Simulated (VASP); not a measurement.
# Al15CrN16 (a cell with a defect) in VASP: a series of runs

The runs below take Al15CrN16 (a cell with a defect) through single point, with PBEsol+U.

All numbers are computed with VASP 6.6.1; they aren't measurements. Logs are shortened: lines on timing, memory, paths and dates and some standing lists are left out, and cuts for length are marked.

### 1 Starting point

The cell holds a defect, 32 atoms: a = 6.220 Å, b = 6.220 Å, c = 9.960 Å, α = 90.00°, β = 90.00°, γ = 120.00°.

### 2 Single point, PBEsol+U, collinear spin, ferromagnetic start

INCAR

```
SYSTEM = Al15CrN16
  ALGO = Normal
  EDIFF = 1E-5
  ENCUT = 450
  GGA = PS
  ISIF = 2
  ISMEAR = 0
  ISPIN = 2
  ISYM = 0
  KPAR = 4
  LASPH = .True.
  LCHARG = .False.
  LDAU = .True.
  LDAUJ = 0 0 0
  LDAUL = 2 -1 -1
  LDAUPRINT = 1
  LDAUTYPE = 2
  LDAUU = 3 0 0
  LMAXMIX = 4
  LORBIT = 11
  LREAL = Auto
  LWAVE = .False.
  MAGMOM = 4 0 0 0 0 0 0 0 0 0 0 0 0 0 0 0 0 0 0 0 0 0 0 0 0 0 0 0 0 0 0 0
  NBANDS = 94
  NELECT = 138.0
  NELM = 120
  NUPDOWN = 4
  PREC = Accurate
  SIGMA = 0.03
```

KPOINTS

```
k-points
0
Gamma
  3 3 2
  0 0 0
```

POSCAR

```
Al15CrN16                               
1.0
    6.2200008610      0.0000000000      0.0000000000
   -3.1100004305      5.3866787572      0.0000000000
    0.0000000000      0.0000000000      9.9600000000
  Cr              Al              N             
     1    15    16
Direct
     0.3326937331833682    0.1669849346924673    0.0028800940314589
     0.3345066871492911    0.1656480451026781    0.4975970860994718
     0.3300092649510502    0.6654231669272720    0.9990084487887004
     0.3341685337847385    0.6666829086753545    0.5002183618926117
     0.8345656322269027    0.1699109032699365    0.9988503308629082
     0.8335002152699157    0.1658789508108283    0.5000795696686645
     0.8335436222894306    0.6665907663385601    0.0006147186529303
     0.8334764547559476    0.6668888781002084    0.5002630260109120
     0.1685800354173353    0.3316146698837356    0.2509495221178449
     0.1659624044724152    0.3342532247724557    0.7490953655202605
     0.1668894351995479    0.8316663886788253    0.2509229379123784
     0.1652660523479207    0.8316582922870699    0.7511173678748647
     0.6684493153285320    0.3332455121218479    0.2511293619982700
     0.6682112131513838    0.3348472412533323    0.7510396509696189
     0.6669518333784087    0.8333619096533655    0.2482833479196163
     0.6665550322204467    0.8339343682792437    0.7513379485245890
     0.3361173651254411    0.1640292656245828    0.2090497328633700
     0.3338127096671923    0.1663479747357846    0.6895657244250839
     0.3327846129253894    0.6645809389261936    0.1917573923054482
     0.3353931524561449    0.6684656835384093    0.6889584330700208
     0.8356296236664149    0.1674770404985065    0.1916374681214359
     0.8319321030991049    0.1648803807651910    0.6888501423315611
     0.8338459620999421    0.6661891025162252    0.1928293960373078
     0.8321519218593399    0.6681729401414814    0.6892625204238908
     0.1665244808931931    0.3338429795637602    0.4426882303420011
     0.1572395060761585    0.3427970806827248    0.9336634049395564
     0.1654696950087417    0.8295981201398728    0.4427497704770373
     0.1559841839247366    0.8162510946878523    0.9380358173051763
     0.6707254028340068    0.3349109876120394    0.4429018682117111
     0.6835301853961998    0.3439616111843962    0.9380226323831151
     0.6669243757807635    0.8332394814046334    0.4393854846390770
     0.6657142540605958    0.8340521571311904    0.9413748432791234
```

Potentials or basis: VASP PAW PBE potentials, release 64 (Cr_pv, Al, N).

Command:

```console
cat potpaw_PBE.64/Cr_pv/POTCAR potpaw_PBE.64/Al/POTCAR potpaw_PBE.64/N/POTCAR > POTCAR
mpirun -np 4 vasp_std > vasp.out
```

OUTCAR:

```text
SYSTEM = Al15CrN16
   EDIFF = 1E-5
   ENCUT = 450
   GGA = PS
   ISIF = 2
   ISMEAR = 0
   ISPIN = 2
   ISYM = 0
   LASPH = .True.
   LORBIT = 11
   LREAL = Auto
   NELECT = 138.0
   NELM = 120
   NUPDOWN = 4
   PREC = Accurate

 ion  position               nearest neighbor table
   1  0.333  0.167  0.003-  28 2.00  30 2.00  26 2.01  17 2.05   9 3.04  11 3.06  13 3.06  12 3.09
                            14 3.09  10 3.10   5 3.11   7 3.11   3 3.11   7 3.11   3 3.11   5 3.11
   2  0.335  0.166  0.498-  27 1.89  29 1.89  25 1.89  18 1.91   9 3.04  13 3.04  11 3.05  10 3.09
                            14 3.10  12 3.10   4 3.10   6 3.10   8 3.11   8 3.11   6 3.12   4 3.12
   3  0.330  0.665  0.999-  28 1.85  26 1.86  32 1.90  19 1.92  12 3.05  16 3.06  10 3.06  11 3.07
                            15 3.08   5 3.08   9 3.09   7 3.09   1 3.11   1 3.11   7 3.13   5 3.14
   4  0.334  0.667  0.500-  27 1.88  20 1.88  25 1.88  31 1.89  10 3.06  11 3.06   9 3.07  16 3.08
                            12 3.08  15 3.08   2 3.10   8 3.11   6 3.11   6 3.11   8 3.11   2 3.12
   5  0.835  0.170  0.999-  30 1.85  26 1.86  32 1.90  21 1.92  14 3.05  16 3.06  10 3.06  15 3.08
                            13 3.08   3 3.08   9 3.09   7 3.09   1 3.11   1 3.11   7 3.13   3 3.14
   6  0.834  0.166  0.500-  29 1.88  22 1.88  25 1.88  31 1.89  13 3.06  10 3.06   9 3.07  16 3.08
                            14 3.08  15 3.08   2 3.10   8 3.10   4 3.11   4 3.11   8 3.12   2 3.12
   7  0.834  0.667  0.001-  28 1.85  30 1.85  32 1.90  23 1.91  15 3.05  12 3.06  14 3.06  16 3.07
                            11 3.07  13 3.07   3 3.09   5 3.09   1 3.11   1 3.11   5 3.13   3 3.13
   8  0.833  0.667  0.500-  29 1.88  27 1.88  24 1.88  31 1.89  13 3.06  11 3.06  12 3.07  14 3.07
                            16 3.08  15 3.08   6 3.10   4 3.11   2 3.11   2 3.11   4 3.11   6 3.12
   9  0.169  0.332  0.251-  17 1.85  19 1.89  21 1.89  25 1.91   2 3.04   1 3.04   6 3.07   4 3.07
[... 17 lines left out ...]
  19  0.333  0.665  0.192-  15 1.89  11 1.89   9 1.89   3 1.92
  20  0.335  0.668  0.689-   4 1.88  16 1.89  10 1.90  12 1.90
  21  0.836  0.167  0.192-  15 1.89   9 1.89  13 1.89   5 1.92
  22  0.832  0.165  0.689-   6 1.88  16 1.89  10 1.90  14 1.90
[... 8 lines left out ...]
  31  0.667  0.833  0.439-   6 1.89   4 1.89   8 1.89  15 1.90
  32  0.666  0.834  0.941-  16 1.89   3 1.90   5 1.90   7 1.90

IMPORTANT INFORMATION: All symmetrisations will be switched off!
NOSYMM: (Re-)initialisation of all symmetry stuff for point group C_1.

----------------------------------------------------------------------------------------

                                     Primitive cell

  volume of cell :     333.7113

  direct lattice vectors                    reciprocal lattice vectors
     6.220000861  0.000000000  0.000000000     0.160771682  0.092821574  0.000000000
    -3.110000430  5.386678757  0.000000000     0.000000000  0.185643148  0.000000000
     0.000000000  0.000000000  9.960000000     0.000000000  0.000000000  0.100401606

  length of vectors
     6.220000861  6.220000861  9.960000000     0.185643148  0.185643148  0.100401606

  position of ions in fractional coordinates (direct lattice)
     0.332693733  0.166984935  0.002880094
     0.334506687  0.165648045  0.497597086
     0.330009265  0.665423167  0.999008449
     0.334168534  0.666682909  0.500218362
     0.834565632  0.169910903  0.998850331
     0.833500215  0.165878951  0.500079570
[... 24 lines left out ...]
     0.666924376  0.833239481  0.439385485
     0.665714254  0.834052157  0.941374843

  ion indices of the primitive-cell ions
   primitive index   ion index
                 1           1
                 2           2
                 3           3
                 4           4
                 5           5
                 6           6
[... 24 lines left out ...]
                31          31
                32          32

----------------------------------------------------------------------------------------

 KPOINTS: k-points

Automatic generation of k-mesh.
 Grid dimensions read from file:
 generate k-points for:    3    3    2

 Generating k-lattice:
[... 80 lines left out ...]
   LEPSILON=     F    determine dielectric tensor
   LRPA    =     F    only Hartree local field effects (RPA)
 spin polarized calculation
 Gauss-broadening in eV      SIGMA  =   0.03
  energy-cutoff  :      450.00
  volume of cell :      333.71
 maximum number of plane-waves:      7283
 NGX is ok and might be reduce to    48
   NGX = 21   NGY = 21   NGZ = 35

atom =   1  type =  1  l = 2

 onsite density matrix

spin component  1

  0.7353 -0.0466  0.2293  0.1126  0.0822
 -0.0466  0.8770  0.0791  0.0326  0.0591
  0.2293  0.0791  0.5181 -0.1369 -0.1334
  0.1126  0.0326 -0.1369  0.8396 -0.0469
  0.0822  0.0591 -0.1334 -0.0469  0.8288

spin component  2

  0.1002  0.0022 -0.0103 -0.0428 -0.0022
  0.0022  0.0653 -0.0035 -0.0002 -0.0402
 -0.0103 -0.0035  0.1185  0.0062  0.0060
 -0.0428 -0.0002  0.0062  0.0654  0.0022
 -0.0022 -0.0402  0.0060  0.0022  0.0975

 occupancies and eigenvectors

  o =  0.0359  v =  0.0000  0.0000  0.0000  0.0000  0.0000  0.4852 -0.4107  0.0091  0.7203 -0.2776      0.0000  0.0000  0.0000  0.0000  0.0000  0.0000  0.0000  0.0000  0.0000  0.0000
  o =  0.0388  v =  0.0000  0.0000  0.0000  0.0000  0.0000 -0.2777 -0.7187  0.0015 -0.4106 -0.4876      0.0000  0.0000  0.0000  0.0000  0.0000  0.0000  0.0000  0.0000  0.0000  0.0000
  o =  0.1096  v =  0.0000  0.0000  0.0000  0.0000  0.0000  0.3850  0.1562  0.8408 -0.2666 -0.2224      0.0000  0.0000  0.0000  0.0000  0.0000  0.0000  0.0000  0.0000  0.0000  0.0000
  o =  0.1227  v =  0.0000  0.0000  0.0000  0.0000  0.0000  0.4141 -0.4863  0.0015 -0.2800  0.7167      0.0000  0.0000  0.0000  0.0000  0.0000  0.0000  0.0000  0.0000  0.0000  0.0000
  o =  0.1400  v =  0.0000  0.0000  0.0000  0.0000  0.0000 -0.6065 -0.2324  0.5413  0.4039  0.3494      0.0000  0.0000  0.0000  0.0000  0.0000  0.0000  0.0000  0.0000  0.0000  0.0000
  o =  0.2473  v = -0.4861 -0.1724  0.7519  0.2980  0.2827  0.0000  0.0000  0.0000  0.0000  0.0000      0.0000  0.0000  0.0000  0.0000  0.0000  0.0000  0.0000  0.0000  0.0000  0.0000
  o =  0.8528  v =  0.4037 -0.5154  0.0005 -0.2994  0.6941  0.0000  0.0000  0.0000  0.0000  0.0000      0.0000  0.0000  0.0000  0.0000  0.0000  0.0000  0.0000  0.0000  0.0000  0.0000
  o =  0.8694  v =  0.4854  0.2564  0.6528 -0.4394 -0.2819  0.0000  0.0000  0.0000  0.0000  0.0000      0.0000  0.0000  0.0000  0.0000  0.0000  0.0000  0.0000  0.0000  0.0000  0.0000
  o =  0.9096  v =  0.5250 -0.3960  0.0929  0.6826 -0.3050  0.0000  0.0000  0.0000  0.0000  0.0000      0.0000  0.0000  0.0000  0.0000  0.0000  0.0000  0.0000  0.0000  0.0000  0.0000
  o =  0.9197  v =  0.2991  0.6944 -0.0011  0.4033  0.5155  0.0000  0.0000  0.0000  0.0000  0.0000      0.0000  0.0000  0.0000  0.0000  0.0000  0.0000  0.0000  0.0000  0.0000  0.0000

 number of electron     137.9999986 magnetization       4.0000000

 Free energy of the ion-electron system (eV)
  ---------------------------------------------------
  ext. energy  EPLUGINS =         0.00000000
  ---------------------------------------------------
  free energy    TOTEN  =      -242.17337915 eV

  energy without entropy =     -242.17337915  energy(sigma->0) =     -242.17337915

 E-fermi :   6.2685     XC(G=0): -11.2267

 val. band max:        8.9345630076   @ k =   0.0000   0.0000   0.0000
 cond. band min:       9.5497599273   @ k =   0.0000   0.0000   0.5000
 fundamental gap:      0.6151969197
 Fermi energy:         9.2135756398

 spin component 1

 k-point     1 :       0.0000    0.0000    0.0000
  band No.  band energies     occupation
      1     -35.0303      1.00000
      2     -35.0104      1.00000
      3     -34.5552      1.00000
      4      -9.1843      1.00000
      5      -8.3011      1.00000
      6      -8.1052      1.00000
[... 829 lines left out ...]
     80      12.7567      0.00000
     81      13.1025      0.00000
 Fermi energy:         6.2684762037

 spin component 2

 k-point     1 :       0.0000    0.0000    0.0000
  band No.  band energies     occupation
      1     -31.8074      1.00000
      2     -31.8011      1.00000
      3     -30.8239      1.00000
      4      -9.1713      1.00000
      5      -8.2899      1.00000
      6      -8.0749      1.00000
[... 829 lines left out ...]
     80      13.0666      0.00000
     81      13.1517      0.00000
 [bands above 81 left out]

------------------------ aborting loop because EDIFF is reached ----------------------------------------

  FORCE on cell =-STRESS in cart. coord.  units (eV):
  Direction    XX          YY          ZZ          XY          YZ          ZX
  --------------------------------------------------------------------------------------
  -------------------------------------------------------------------------------------
  Total       16.4243323     17.6466827     16.0306327      1.0602033     -0.9090262      1.5897906
  in kB       78.8546749     84.7232875     76.9644881      5.0901300     -4.3643156      7.6327255
  external PRESSURE =      80.1808168 kB  Pullay stress =       0.0000000 kB

 VOLUME and BASIS-vectors are now :
 -----------------------------------------------------------------------------
  energy-cutoff  :      450.00
  volume of cell :      333.71
      direct lattice vectors                 reciprocal lattice vectors
     6.220000861  0.000000000  0.000000000     0.160771682  0.092821574  0.000000000
    -3.110000430  5.386678757  0.000000000     0.000000000  0.185643148  0.000000000
     0.000000000  0.000000000  9.960000000     0.000000000  0.000000000  0.100401606

 POSITION                                       TOTAL-FORCE (eV/Angst)
 -----------------------------------------------------------------------------------
      1.55003      0.89949      0.02869         0.148747     -0.075965      0.285745
      1.56547      0.89229      4.95607         0.009380     -0.000527      0.056922
     -0.01681      3.58442      9.95012        -0.043649     -0.091847     -0.123264
      0.00514      3.59121      4.98217         0.012790     -0.000980      0.026028
      4.66258      0.91526      9.94855         0.040211      0.091294     -0.110397
      4.66849      0.89354      4.98079         0.009844      0.006656      0.044997
[... 24 lines left out ...]
      1.55690      4.48839      4.37628         0.003300     -0.003385     -0.027680
      1.54684      4.49277      9.37609         0.008165      0.010146      0.073885
 -----------------------------------------------------------------------------------
    total drift:                                0.009054     -0.002827     -0.010615

  FREE ENERGIE OF THE ION-ELECTRON SYSTEM (eV)
  ---------------------------------------------------
  free  energy   TOTEN  =      -242.1733791542 eV

  energy  without entropy=     -242.1733791542  energy(sigma->0) =     -242.17337915

 total charge

# of ion       s       p       d       tot
------------------------------------------
    1        0.322   6.347   4.214  10.884
    2        0.371   0.443   0.000   0.814
    3        0.375   0.455   0.000   0.830
    4        0.375   0.456   0.000   0.831
    5        0.374   0.455   0.000   0.830
    6        0.375   0.456   0.000   0.831
[... 24 lines left out ...]
   31        1.224   2.621   0.000   3.845
   32        1.224   2.616   0.000   3.839
--------------------------------------------------
tot         25.533  55.081   4.214  84.828

 magnetization (x)

# of ion       s       p       d       tot
------------------------------------------
    1        0.032   0.068   3.342   3.442
    2        0.001   0.001   0.000   0.001
    3        0.004   0.005   0.000   0.009
    4        0.000   0.000   0.000   0.000
    5        0.004   0.005   0.000   0.008
    6        0.000   0.000   0.000   0.000
[... 24 lines left out ...]
   31        0.000   0.001   0.000   0.001
   32        0.000   0.003   0.000   0.004
--------------------------------------------------
tot          0.051   0.106   3.342   3.499
```

Run time: 11 min. Hardware: 4 MPI ranks of Intel Xeon Platinum 8559C (Emerald Rapids), shared host; peak memory 0.73 GiB.

Results:

```
Free energy                                           : -242.1734 eV
Largest force                                         : 0.393 eV/Å
Net moment                                            : 4.00 μB per cell
Site moments                                          : Cr +3.44; Al +0.00, +0.01; N -0.01, +0.00, -0.00 μB
Valence electrons inside the program's atomic spheres : Cr 10.88; Al 0.81, 0.83, 0.82; N 3.85, 3.83, 3.84
```

Forces on the atoms (eV/Å):
```
Cr   0.149 -0.076  0.286
Al   0.009 -0.001  0.057
Al  -0.044 -0.092 -0.123
Al   0.013 -0.001  0.026
Al   0.040  0.091 -0.110
Al   0.010  0.007  0.045
Al   0.092 -0.074 -0.243
Al   0.000  0.000  0.050
Al  -0.036  0.021 -0.008
Al  -0.005  0.006  0.109
Al   0.063 -0.039  0.092
Al  -0.032  0.019  0.078
Al   0.069 -0.036  0.066
Al  -0.001  0.026  0.086
Al  -0.013  0.005  0.043
Al   0.012 -0.020 -0.017
N    0.067 -0.035  0.067
N   -0.002 -0.010 -0.094
N    0.033 -0.002  0.000
N    0.011  0.016 -0.031
N    0.016 -0.030  0.020
N   -0.030 -0.009 -0.021
N   -0.020  0.015 -0.019
N   -0.026  0.007 -0.058
N    0.008 -0.015 -0.054
N   -0.307  0.178 -0.168
N   -0.017  0.001 -0.049
N   -0.215 -0.293 -0.002
N   -0.010 -0.002 -0.062
N    0.154  0.336 -0.008
N    0.003 -0.003 -0.028
N    0.008  0.010  0.074
```

Eigenvalues of the final occupation matrices:
```tsv
site	spin	trace	eigenvalues
site 1 d	1	3.80	0.25 0.85 0.87 0.91 0.92
site 1 d	2	0.45	0.04 0.04 0.11 0.12 0.14
```

Caveat: the k mesh is coarse (spacing up to 0.39 Å⁻¹), so the values aren't converged; the cell is charged against a uniform background, so pressure and absolute levels hang on convention; the cutoff is under 1.25 times the usual one of these potentials, so pressure, stress and relaxed cells hold a basis-set (Pulay) error; the PAW data sets were made with another functional, which shifts forces and pressure a little; the total moment is fixed, so each spin has its own Fermi level; only a ferromagnetic start was run, and an antiferromagnetic order may lie lower in energy. The state reached can hang on the start; a lower one may exist.

(Part 1 of 2 ends here.)
